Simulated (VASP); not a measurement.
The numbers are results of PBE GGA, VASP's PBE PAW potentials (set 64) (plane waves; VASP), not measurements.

Input for VASP

**POSCAR**
```
ZrW
1
    3.0392760000     0.0000000000     0.0000000000
    0.0000000000     3.0392760000     0.0000000000
    0.0000000000     0.0000000000     3.9836220000
Zr W
1 1
Direct
  0.4931700000   0.4759710000   0.4908790000
  0.0068300000   0.0240290000   0.0091210000
```

### KPOINTS
```
Automatic mesh
0
Gamma
6 6 5
0 0 0
```

### INCAR
```
SYSTEM = ZrW
PREC = Accurate
ENCUT = 300
EDIFF = 1E-6
NELM = 100
ALGO = Normal
LREAL = .FALSE.
LASPH = .TRUE.
ISMEAR = 0
SIGMA = 0.1
GGA = PE
LMAXMIX = 6
LWAVE = .FALSE.
LCHARG = .FALSE.
ISIF = 2
```

POTCAR, in this order: Zr_sv W_sv (PBE.64 set). Program: vasp_std.

Output of the run:

**OUTCAR**
```
 ion  position               nearest neighbor table
   1  0.493  0.476  0.491-   2 2.78   2 2.83   2 2.89   2 2.93   2 2.94   2 2.98   2 3.04   2 3.08
  LATTYP: Found a simple tetragonal cell.
 ALAT       =     3.0392760000
 C/A-ratio  =     1.3107141306
 Subroutine PRICEL returns:
 Original cell was already a primitive cell.
 Subroutine GETGRP returns: Found  1 space group operations
The static configuration has the point symmetry C_1 .
The dynamic configuration has the point symmetry C_1 .
 Subroutine INISYM returns: Found  1 space group operations
 Subroutine IBZKPT returns following result:
 Found     92 irreducible k-points:

 Following reciprocal coordinates:
            Coordinates               Weight
  0.000000  0.000000  0.000000      1.000000
  0.166667  0.000000  0.000000      2.000000
  0.000000  0.166667  0.000000      2.000000
  0.333333  0.000000  0.000000      2.000000
  0.000000  0.333333  0.000000      2.000000
  0.500000  0.000000  0.000000      1.000000
  0.000000  0.500000  0.000000      1.000000
  0.166667  0.166667  0.000000      2.000000
 -0.166667  0.166667  0.000000      2.000000
  0.333333  0.166667  0.000000      2.000000
 -0.166667  0.333333  0.000000      2.000000
 -0.333333  0.166667  0.000000      2.000000
  0.166667  0.333333  0.000000      2.000000
  0.500000  0.166667  0.000000      2.000000
 -0.166667  0.500000  0.000000      2.000000
  0.333333  0.333333  0.000000      2.000000
 -0.333333  0.333333  0.000000      2.000000
  0.500000  0.333333  0.000000      2.000000
 -0.333333  0.500000  0.000000      2.000000
  0.500000  0.500000  0.000000      1.000000
  0.000000  0.000000  0.200000      2.000000
  0.166667  0.000000  0.200000      2.000000
  0.000000  0.166667  0.200000      2.000000
 -0.166667  0.000000  0.200000      2.000000
...
```

### OSZICAR
```
       N       E                     dE             d eps       ncg     rms          rms(c)
DAV:   1     0.172234631676E+03    0.17223E+03   -0.10868E+04  3152   0.114E+03
DAV:   2    -0.119025280367E+02   -0.18414E+03   -0.18191E+03  3623   0.365E+02
DAV:   3    -0.211517809651E+02   -0.92493E+01   -0.90762E+01  5621   0.649E+01
DAV:   4    -0.213033125413E+02   -0.15153E+00   -0.15135E+00  3651   0.688E+00
DAV:   5    -0.213057517126E+02   -0.24392E-02   -0.24385E-02  4314   0.667E-01    0.222E+01
DAV:   6    -0.206400332325E+02    0.66572E+00   -0.20125E+00  3734   0.109E+01    0.886E+00
DAV:   7    -0.205306407248E+02    0.10939E+00   -0.16108E+00  3809   0.643E+00    0.269E+00
DAV:   8    -0.204599038069E+02    0.70737E-01   -0.51773E-01  4120   0.350E+00    0.772E-01
DAV:   9    -0.204594458782E+02    0.45793E-03   -0.12542E-02  3806   0.104E+00    0.158E-01
DAV:  10    -0.204592581299E+02    0.18775E-03   -0.12518E-03  4243   0.185E-01    0.641E-02
DAV:  11    -0.204592484369E+02    0.96930E-05   -0.30173E-05  3439   0.511E-02    0.120E-02
DAV:  12    -0.204592466637E+02    0.17732E-05   -0.23182E-06  2850   0.152E-02    0.567E-03
DAV:  13    -0.204592457658E+02    0.89793E-06   -0.31023E-07  1774   0.481E-03
   1 F= -.20459246E+02 E0= -.20452984E+02  d E =-.125235E-01
```

**OUTCAR**
```
------------------------ aborting loop because EDIFF is reached ----------------------------------------
  FORCE on cell =-STRESS in cart. coord.  units (eV):
  Direction    XX          YY          ZZ          XY          YZ          ZX
  --------------------------------------------------------------------------------------
  Total        2.9160635      2.7337768      0.4537033      0.0472228     -0.0061965     -0.0025641
  in kB      126.9665038    119.0296721     19.7544113      2.0560983     -0.2697970     -0.1116401
  external PRESSURE =      88.5835291 kB  Pullay stress =       0.0000000 kB
  volume of cell :       36.80
      direct lattice vectors                 reciprocal lattice vectors
     3.039276000  0.000000000  0.000000000     0.329025728  0.000000000  0.000000000
     0.000000000  3.039276000  0.000000000     0.000000000  0.329025728  0.000000000
     0.000000000  0.000000000  3.983622000     0.000000000  0.000000000  0.251027833
 POSITION                                       TOTAL-FORCE (eV/Angst)
 -----------------------------------------------------------------------------------
      1.49888      1.44661      1.95548         0.261373      0.837825      0.839380
      0.02076      0.07303      0.03633        -0.261373     -0.837825     -0.839380
 -----------------------------------------------------------------------------------
    total drift:                                0.000229      0.000127      0.000211
  FREE ENERGIE OF THE ION-ELECTRON SYSTEM (eV)
  ---------------------------------------------------
  free  energy   TOTEN  =       -20.4592457658 eV

  energy  without entropy=      -20.4467222599  energy(sigma->0) =      -20.45298401
```
(Selected blocks of OUTCAR.)

At this cut-off the stress carries a Pulay error, which pulls relaxed volumes low.

The structure was generated: ZrW was put into an ordered model structure, which need not be its known phase. The cell was not relaxed at this level, atoms are displaced from their ideal sites. The k-mesh is coarse (spacing up to 0.34 per Å, 2π included), so the numbers may not be converged in it.
